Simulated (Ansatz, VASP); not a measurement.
# InP in two plane-wave programs

Aim: how closely do two programs agree when they are given the same cell, functional and k mesh? The cell is taken from a series of runs on this material, whose earlier steps may have relaxed, scaled, displaced or heated it; both programs get it as it stands.

Main program and level: Ansatz 0.2.0; plane waves, with VASP 6.6.1 beside it; single point at r2SCAN, spin-orbit coupling.

### 1. Set-up

The structure is cubic, space group F-43m (No. 216). Conventional cell: a = 5.861 Å, b = 5.861 Å, c = 5.861 Å, α = 90.00°, β = 90.00°, γ = 90.00°. Nearest to In lie 4 P at 2.54 Å. Nearest to P lie 4 In at 2.54 Å. Farther neighbours are not listed.

### 2. Ansatz: single point, r2SCAN, spin-orbit coupling

Ansatz runs on its fully relativistic PAW (standard-fr) files.

With cell and atoms fixed, the geometry can't cause a difference; cores, projectors, grids and the points listed under the comparison can.

input.yaml

```yaml
crystal:
  lattice:
    - [0.0, 2.9305, 2.9305]
    - [2.9305, 0.0, 2.9305]
    - [2.9305, 2.9305, 0.0]
  atoms:
    - { symbol: In, position: [0.0, 0.0, 0.0] }
    - { symbol: P, position: [0.75, 0.75, 0.75] }
kpoints:
  mp_grid: { grid: [8, 8, 8] }
  band_path:
    path:
      - [[0.0, 0.0, 0.0], [-0.5, -0.5, 0.0], [-0.375, -0.375, 0.25]]
      - [[-0.375, 0.0, 0.375], [0.0, 0.0, 0.0], [0.0, 0.0, 0.5], [-0.5, -0.25, 0.25], [-0.5, -0.5, 0.0]]
    npoints: 10
hamiltonian:
  xc: r2scan
scf:
  occupations: { method: fermi_dirac, width: 0.02 }
  n_extra_bands: 8
magnetization:
  noncollinear: true
  spin_orbit: true
output:
  eigenvalues: true
```

Run with:

```bash
$ ansatz run input.yaml --threads 12 --pin off --max-ram 22118MiB --backend cpu --events-out ev --progress --plain --runs-dir out
```

Numbers of over 12 decimals in the logs are rounded to 6 here.

The program printed:

```text
scf.n_extra_bands = 8 over 18 filled bands (N_el = 18.0): the run solves 26 bands
Engine: ansatz 0.2.0, aarch64-unknown-linux-gnu
Pseudopotentials: kind: paw_fr
Pseudopotential: In, paw_fr, valence charge 13, recommended cutoff 500 eV (meta_gga), In.paw.azcp#standard-fr
Pseudopotential: P, paw_fr, valence charge 5, recommended cutoff 500 eV (meta_gga), P.paw.azcp#standard-fr
Functional definition: r2SCAN
  parameter k0 = 0.174
  parameter k1 = 0.065
  parameter a1 = 4.9479
  exchange = r2scan_x(k0 = k0, k1 = k1, a1 = a1)
  correlation = r2scan_c
non-collinear run that drives no moment, with spin-orbit: no starting moment large enough to seed its density (crystal.atoms[].spin), no starting occupations that ask for one, no magnetisation constraint and no magnetic field, so the semilocal B_xc is pinned to zero
Crystal: 2 atoms, lattice volume = 50.333 Å³
Basis set: ecut = 500 eV, 1243 PW (Γ), exchange–correlation on 128×128×128 points (64 copies of the dense FFT grid, shifted against one another)
Bands: 26, of which v1, the nominal top of the filled ones, is band 18 counted from 1 (17 counted from 0)
Symmetry: 24 space group operations + 24 with time reversal
Magnetic group: BNS 216.75 (UNI 1577), of the structure as read, at distance tolerance 3.7e-5 Å
k-points: 29 of 512 (time reversal used)
Projection manifold: j_resolved (fully-relativistic pseudo-atomic orbitals)
Non-local potential: In, projectors of the file, l = 0: 2, l = 1: 4, l = 2: 4, l = 3: 4
Non-local potential: P, projectors of the file, l = 0: 2, l = 1: 4, l = 2: 4
PAW form: soft (Blöchl's): semilocal exchange-correlation on the pseudo side does not see the compensation charge
PAW frozen core: In, regenerated for the run's functional (the file was generated under x = pbe(κ = 0.804, μ = 0.219515), c = pbe(β = 0.066725))
PAW frozen core: P, regenerated for the run's functional (the file was generated under x = pbe(κ = 0.804, μ = 0.219515), c = pbe(β = 0.066725))
PAW one-centre angular grid: In, 590 points (default); XC on 281 of its mesh's 2783 points in the sphere
PAW one-centre angular grid: P, 302 points (default); XC on 160 Gauss nodes
Initial density: superposition of atomic densities (chi_scale 0.1, normalization cell, long waves kept (reshape's long-wave potential 0.00 eV rms))
Initial wavefunctions: pseudopotential atomic-orbital guess
Functional: x = r2scan, c = r2scan; τ floored in thin density (d = 2e-4 eV/Å³)
SCF iter   1: F=—  HF=-6361.964006 eV  |F-HF|=—  |Δ(HF+E_count)|=         —  Δρ=3.60e-2  dr2=8.14e-1  dr2_τ=4.47e-3  dr2_m=0.00e0 (ungated)  ethr=3.10e-3  |M|=0.00e0 ∫|m|=0.00e0 μB  |m|>n=0.0e0 m-floor=0.0e0 τ_xc=0.0e0  β_m=0.30  ⟨swp⟩=8.4  Hψ=4730  notcnv=0
preconditioner: auto → none  [insulator: Δε(μ)=1.252 eV  Ē_g=15.320 eV  σ=0.020 eV  W_gap=1.00  n_scr=14 (ndim 8)  ℏωp=22.2 eV  f_vac=0.000  D(μ)=0.00/eV (n_scr^D=0)  ε∞_Penn≈3.1]
SCF iter   2: F=—  HF=-6361.857135 eV  |F-HF|=—  |Δ(HF+E_count)|=   1.07e-1  Δρ=2.31e-2  dr2=2.21e-1  dr2_τ=4.57e-4  dr2_m=0.00e0 (ungated)  ethr=3.10e-3  |M|=0.00e0 ∫|m|=0.00e0 μB  |m|>n=0.0e0 m-floor=0.0e0 τ_xc=0.0e0  β_m=0.45  ⟨swp⟩=2.1  Hψ=1235  notcnv=0  defer=96
SCF iter   3: F=—  HF=-6361.868967 eV  |F-HF|=—  |Δ(HF+E_count)|=   1.18e-2  Δρ=7.47e-3  dr2=1.71e-2  dr2_τ=1.20e-4  dr2_m=0.00e0 (ungated)  ethr=1.23e-3  |M|=0.00e0 ∫|m|=0.00e0 μB  |m|>n=0.0e0 m-floor=0.0e0 τ_xc=0.0e0  β_m=0.57  ⟨swp⟩=2.8  Hψ=985  notcnv=0  defer=96
SCF iter   4: F=—  HF=-6361.872685 eV  |F-HF|=—  |Δ(HF+E_count)|=   3.72e-3  Δρ=7.26e-4  dr2=2.15e-4  dr2_τ=2.53e-6  dr2_m=0.00e0 (ungated)  ethr=9.50e-5  |M|=0.00e0 ∫|m|=0.00e0 μB  |m|>n=0.0e0 m-floor=0.0e0 τ_xc=0.0e0  β_m=0.61  ⟨swp⟩=2.9  Hψ=1027  notcnv=0  defer=96
SCF iter   5: F=—  HF=-6361.872705 eV  |F-HF|=—  |Δ(HF+E_count)|=   1.97e-5  Δρ=1.38e-4  dr2=3.23e-6  dr2_τ=8.48e-8  dr2_m=0.00e0 (ungated)  ethr=1.20e-6  |M|=0.00e0 ∫|m|=0.00e0 μB  |m|>n=0.0e0 m-floor=0.0e0 τ_xc=0.0e0  β_m=0.79  ⟨swp⟩=2.5  Hψ=1070  notcnv=0  defer=96
SCF iter   6: F=—  HF=-6361.872708 eV  |F-HF|=—  |Δ(HF+E_count)|=   3.19e-6  Δρ=7.15e-6  dr2=3.24e-8  dr2_τ=1.83e-9  dr2_m=0.00e0 (ungated)  ethr=5.56e-10  |M|=0.00e0 ∫|m|=0.00e0 μB  |m|>n=0.0e0 m-floor=0.0e0 τ_xc=0.0e0  β_m=0.76  ⟨swp⟩=8.9  Hψ=3797  notcnv=0
SCF iter   7: F=-6361.872708 eV  HF=-6361.872708 eV  |F-HF|=2.10e-10  |Δ(HF+E_count)|=   9.46e-9  Δρ=2.11e-6  dr2=2.39e-9  dr2_τ=3.76e-11  dr2_m=0.00e0 (ungated)  ethr=1.80e-10  |M|=0.00e0 ∫|m|=0.00e0 μB  |m|>n=0.0e0 m-floor=0.0e0 τ_xc=0.0e0  ⟨swp⟩=1.0  Hψ=2050  notcnv=0
SCF 1 converged in 7 iterations: F = -6361.872708 eV  dr2 = 2.39e-9
  greatest PAW one-centre occupation: 0.981 electrons in one spin orbital (limit 2), on the In atom at site 0 (counted from 0), in its partial waves of l = 2
NSCF: frozen V_eff on 62 k-points
SCF converged after 7 iterations
Magnetization: |M| = 0.0000 μB,  M = (+0.0000, +0.0000, +0.0000) μB
Absolute magnetization: 0.0000 μB (∫|m|)
  site 0: m = (+0.0000, +0.0000, +0.0000) μB, |m| = 0.0000 μB  (R = 1.05 Å)
  site 1: m = (+0.0000, +0.0000, +0.0000) μB, |m| = 0.0000 μB  (R = 1.05 Å)
Free energy (F): -6361.872708 eV
Harris-Foulkes:  -6361.872708 eV  (|F-HF|=2.10e-10)
Internal energy: -6361.872708 eV  (E = F + TS)
E sigma→0 (E₀):  -6361.872708 eV
Fermi energy:    7.421833 eV
--- Per-component energies (eV) ---
  E_band       = -61.610043
  E_kinetic    = 313.491720
  E_local      = -1399.469608  (includes V_loc(G=0)·N_el)
  E_nonlocal   = 401.637845
  E_hartree    = 553.221407
  E_xc         = -259.191048
  E_vxc        = -171.447082  (∫ρ·V_xc dr)
  E_paw        = -4751.738333  (= ΣΔE_a)
  E_vpaw       = -322.499041  (= ΣTr[D̂ρ^β])
  E_aug_tail   = 0.000008  (compensation charges beyond the density's cutoff)
  E_vtau       = 10.233535  (kinetic-family band-sum trace: ∫τ·v_τ [+ j·A + Jᵃ·Aᵃ] dr)
  E_ewald      = -1220.708286
  E_core_change = 0.883587  (= ΣΔE_core)
  E_smearing   = -0.000000  (= −TS)
  E_closure    = 0.000000  (closes the sum)
  Σ components = -6361.872708   (vs F -6361.872708, Δ=0.00e0)
--- Band table (eV; the first three rows and the last of 29) ---
  k-point 0: bands = [... 14 lower, 6.8458, 6.8458, 6.8458, 6.8458, 7.9839, 7.9839, 10.9359, 10.9359, ... 4 higher]
  k-point 1: bands = [... 14 lower, 6.5865, 6.5865, 6.6539, 6.6653, 8.8585, 8.8585, 11.2285, 11.2285, ... 4 higher]
  k-point 2: bands = [... 14 lower, 6.1914, 6.1914, 6.2763, 6.2907, 8.9891, 8.9891, 11.8236, 11.8236, ... 4 higher]
  k-point 28: bands = [... 14 lower, 3.6823, 3.7552, 3.8158, 3.8764, 11.3915, 11.3933, 11.5923, 11.6185, ... 4 higher]
```

In the SCF lines HF is the Harris–Foulkes energy and dr2 the Hartree energy of the density residual, in eV; the loop may stop once dr2 is under the threshold and the program's other checks hold. Hψ counts applications of the Hamiltonian.

### 3. VASP: single point, r2SCAN, spin-orbit coupling

The same cell, functional, mesh and smearing now go to VASP, with its own data sets.

Lines of VASP's logs that name or quote its potential files are left out, and so is its time.

INCAR

```
SYSTEM = InP
PREC = Accurate
ENCUT = 440
EDIFF = 1E-06
NELM = 200
ISMEAR = -1
SIGMA = 0.02
LREAL = .FALSE.
ALGO = Normal
METAGGA = R2SCAN
LASPH = .TRUE.
LNONCOLLINEAR = .TRUE.
MAGMOM = 0 0 0 0 0 0
NBANDS = 30
GGA_COMPAT = .FALSE.
LSORBIT = .TRUE.
LORBIT = 11
LWAVE = .FALSE.
LCHARG = .FALSE.
ISIF = 2
EFERMI = MIDGAP
LMIXTAU = .TRUE.
KPAR = 2
```

POSCAR

```
InP
1.0
    0.0000000000      2.9305000000      2.9305000000
    2.9305000000      0.0000000000      2.9305000000
    2.9305000000      2.9305000000      0.0000000000
In P
1 1
Direct
    0.0000000000      0.0000000000      0.0000000000
    0.7500000000      0.7500000000      0.7500000000
```

KPOINTS

```
Automatic mesh
0
Gamma
8 8 8
0 0 0
```

PAW data sets: In_d and P (PBE family, release 64).

Run with:

```bash
$ mpirun -np 2 vasp_ncl
```

The program printed:

```text
[banner, memory and clock lines left out]
running    2 mpi-ranks, on    1 nodes
 distrk:  each k-point on    1 cores,    2 groups
 distr:  one band on    1 cores,    1 groups

 POSCAR found type information on POSCAR InP
 POSCAR found :  2 types and       2 ions
|                                                                             |
|               ----> ADVICE to this user running VASP <----                  |
|                                                                             |
|     You enforced a specific xc type in the INCAR file but a different       |
|     [... a line on the potential file left out ...]
|     I HOPE YOU KNOW WHAT YOU ARE DOING!                                     |
|                                                                             |

 LDA part: xc-table for (None), standard interpolation
 POSCAR, INCAR and KPOINTS ok, starting setup
 FFT: planning ... GRIDC
 FFT: planning ... GRID_SOFT
 FFT: planning ... GRID
 WAVECAR not read
 entering main loop
       N       E                     dE             d eps       ncg     rms          rms(c)
DAV:   1     0.126923689330E+03    0.12692E+03   -0.74483E+03  2586   0.124E+03
DAV:   2    -0.192057421313E+02   -0.14613E+03   -0.13923E+03  2622   0.348E+02
DAV:   3    -0.352082496415E+02   -0.16003E+02   -0.15747E+02  3204   0.126E+02
DAV:   4    -0.358857627107E+02   -0.67751E+00   -0.67606E+00  3144   0.262E+01
DAV:   5    -0.359284816507E+02   -0.42719E-01   -0.42711E-01  4380   0.586E+00    0.761E+00
DAV:   6    -0.323133036310E+02    0.36152E+01   -0.20224E+00  3274   0.341E+01    0.414E+00
DAV:   7    -0.322037219931E+02    0.10958E+00   -0.68825E-01  2872   0.113E+01    0.239E+00
DAV:   8    -0.322585031256E+02   -0.54781E-01   -0.30722E-01  2640   0.679E+00    0.135E+00
DAV:   9    -0.322271696832E+02    0.31333E-01   -0.21668E-01  2604   0.469E+00    0.595E-01
DAV:  10    -0.322507208480E+02   -0.23551E-01   -0.26783E-02  2658   0.151E+00    0.186E-01
DAV:  11    -0.323246941456E+02   -0.73973E-01   -0.31202E-02  2580   0.171E+00    0.127E-01
DAV:  12    -0.323241876198E+02    0.50653E-03   -0.22140E-03  3020   0.413E-01    0.811E-02
DAV:  13    -0.323251129309E+02   -0.92531E-03   -0.62235E-04  2784   0.305E-01    0.418E-02
DAV:  14    -0.323251200945E+02   -0.71636E-05   -0.10915E-04  2906   0.119E-01    0.217E-02
DAV:  15    -0.323251415521E+02   -0.21458E-04   -0.22273E-05  2988   0.430E-02    0.111E-02
DAV:  16    -0.323251383856E+02    0.31665E-05   -0.43418E-06  3066   0.203E-02    0.134E-02
DAV:  17    -0.323251342010E+02    0.41846E-05   -0.84571E-06  2802   0.276E-02    0.230E-02
DAV:  18    -0.323251357996E+02   -0.15986E-05   -0.94174E-07  2602   0.990E-03    0.137E-02
DAV:  19    -0.323251422174E+02   -0.64178E-05   -0.36408E-06  2500   0.230E-02    0.102E-02
DAV:  20    -0.323251423856E+02   -0.16818E-06   -0.30810E-07  1722   0.606E-03
   1 F= -.32325142E+02 E0= -.32325142E+02  d E =-.281607E-14  mag=    -0.0000    -0.0000    -0.0000
```

Parts of OUTCAR (step 3):

```text
ion  position               nearest neighbor table
   1  0.000  0.000  0.000-   2 2.54   2 2.54   2 2.54   2 2.54
   2  0.750  0.750  0.750-   1 2.54   1 2.54   1 2.54   1 2.54

  LATTYP: Found a face centered cubic cell.
 ALAT       =     5.8610000000

 Subroutine GETGRP returns: Found 24 space group operations
 (whereof 24 operations were pure point group operations)

The static configuration has the point symmetry T_d .

 Found     43 irreducible k-points:

   k-points           NKPTS =     43   k-points in BZ     NKDIM =     43   number of bands    NBANDS=     30

   dimension x,y,z NGX =    28 NGY =   28 NGZ =   28
   dimension x,y,z NGXF=    56 NGYF=   56 NGZF=   56

   ENCUT  =  440.0 eV  32.34 Ry    5.69 a.u.   7.09  7.09  7.09*2*pi/ulx,y,z

   NELECT =      18.0000    total number of electrons

 k-points in reciprocal lattice and weights: Automatic mesh
   0.00000000  0.00000000  0.00000000       0.002
   0.12500000  0.00000000  0.00000000       0.008
  -0.12500000  0.00000000  0.00000000       0.008
   0.25000000  0.00000000  0.00000000       0.008
  -0.25000000  0.00000000  0.00000000       0.008
   0.37500000  0.00000000  0.00000000       0.008
  -0.37500000  0.00000000  0.00000000       0.008
   0.50000000  0.00000000  0.00000000       0.008
   0.12500000  0.12500000  0.00000000       0.012
[...]
-0.37500000  0.50000000  0.12500000       0.023
  -0.25000000  0.50000000  0.25000000       0.012

 average (electrostatic) potential at core
       1-101.2225       2 -85.7414

 E-fermi :   5.6096

 k-point     1 :       0.0000    0.0000    0.0000
  band No.  band energies     occupation
    ...
     14       4.9481      1.00000
     15       5.0389      1.00000
     16       5.0389      1.00000
     17       5.0389      1.00000
     18       5.0389      1.00000
     19       6.1803      0.00000
     20       6.1803      0.00000
     21       9.1561      0.00000
     22       9.1561      0.00000
     23       9.5946      0.00000
    ...

 k-point     2 :       0.1250    0.0000    0.0000
  band No.  band energies     occupation
    ...
     14       3.5119      1.00000
     15       4.7818      1.00000
     16       4.7818      1.00000
     17       4.8469      1.00000
     18       4.8586      1.00000
     19       7.0572      0.00000
     20       7.0572      0.00000
     21       9.4446      0.00000
     22       9.4446      0.00000
     23       9.7684      0.00000
    ...

 k-point     3 :      -0.1250    0.0000    0.0000
  band No.  band energies     occupation
    ...
     14       3.5119      1.00000
     15       4.7818      1.00000
     16       4.7818      1.00000
     17       4.8469      1.00000
     18       4.8586      1.00000
     19       7.0572      0.00000
     20       7.0572      0.00000
     21       9.4446      0.00000
     22       9.4446      0.00000
     23       9.7684      0.00000
    ...

  Total        0.4877256      0.4877256      0.4877256      0.0000000      0.0000000      0.0000000
  in kB       15.5249759     15.5249759     15.5249759      0.0000000      0.0000000      0.0000000
  external PRESSURE =      15.5249759 kB  Pullay stress =       0.0000000 kB

  energy-cutoff  :      440.00
  volume of cell :       50.33
      direct lattice vectors                 reciprocal lattice vectors
     0.000000000  2.930500000  2.930500000    -0.170619348  0.170619348  0.170619348
     2.930500000  0.000000000  2.930500000     0.170619348 -0.170619348  0.170619348
     2.930500000  2.930500000  0.000000000     0.170619348  0.170619348 -0.170619348

 POSITION                                       TOTAL-FORCE (eV/Angst)
 -----------------------------------------------------------------------------------
      0.00000      0.00000      0.00000         0.000000      0.000000      0.000000
      4.39575      4.39575      4.39575        -0.000000     -0.000000     -0.000000
 -----------------------------------------------------------------------------------
    total drift:                                0.000000      0.000000      0.000000

  FREE ENERGIE OF THE ION-ELECTRON SYSTEM (eV)
  ---------------------------------------------------
  free  energy   TOTEN  =       -32.3251423856 eV

  energy  without entropy=      -32.3251423856  energy(sigma->0) =      -32.32514239

 Spin-Orbit-Coupling matrix elements
 Ion:    1  E_soc:     -0.0679234
 Ion:    2  E_soc:     -0.0010316

 total charge
# of ion       s       p       d       tot
------------------------------------------
    1        0.817   0.806   9.904  11.527
    2        1.017   1.518   0.000   2.535
--------------------------------------------------
tot          1.834   2.324   9.904  14.062

 magnetization (x)
# of ion       s       p       d       tot
------------------------------------------
    1        0.000   0.000   0.000   0.000
    2        0.000  -0.000   0.000  -0.000
--------------------------------------------------
tot          0.000  -0.000   0.000  -0.000

 magnetization (y)
# of ion       s       p       d       tot
------------------------------------------
    1        0.000   0.000   0.000   0.000
    2        0.000  -0.000   0.000  -0.000
--------------------------------------------------
tot          0.000  -0.000   0.000  -0.000

 magnetization (z)
# of ion       s       p       d       tot
------------------------------------------
    1        0.000   0.000  -0.000   0.000
    2        0.000   0.000   0.000   0.000
--------------------------------------------------
tot          0.000   0.000  -0.000   0.000

[... 3 further parts left out ...]
```

The PAW data sets were made with PBE, which is usual practice but a small mismatch for other functionals.

### 4. Comparison

Known differences besides the potentials themselves: spin-orbit coupling enters by fully relativistic files in Ansatz and inside the spheres in VASP; VASP keeps PBE cores, Ansatz makes them for the functional; the cutoff is 500 eV in Ansatz and 440 eV in VASP. Total energies have different zeros and are not compared.

Compared:

| quantity | Ansatz | VASP | difference |
| --- | --- | --- | --- |
| gap on the k mesh (eV) | 1.138 | 1.141 | -0.003 |

A gap on the mesh is an upper bound, since the band edges may lie between its points.

### 5. What came out

| Item | Value |
| --- | --- |
| difference in gap on the k mesh (single point, r2SCAN, spin-orbit coupling) | -0.0033 eV |

The difference in gap on the k mesh is -0.0033 eV (single point, r2SCAN, spin-orbit coupling), within the 0.08 eV picked in this series as the mark of a large difference. Such differences can come from data sets, numerical settings and the points named under the comparisons, not from the functional's error against experiment.

[Lines on the potential files, build, host, timing and source positions are cut from VASP's logs without a mark.]

[Logs are printed without paths, hosts, clocks, repeated set-up lines and the standing remarks that a program may print on its own settings, such as how far it seeks lower states.]

[Hosts, paths, dates, database ids (printed as entryN), source tags and the programs' standing remarks are cut or masked in the printed files.]
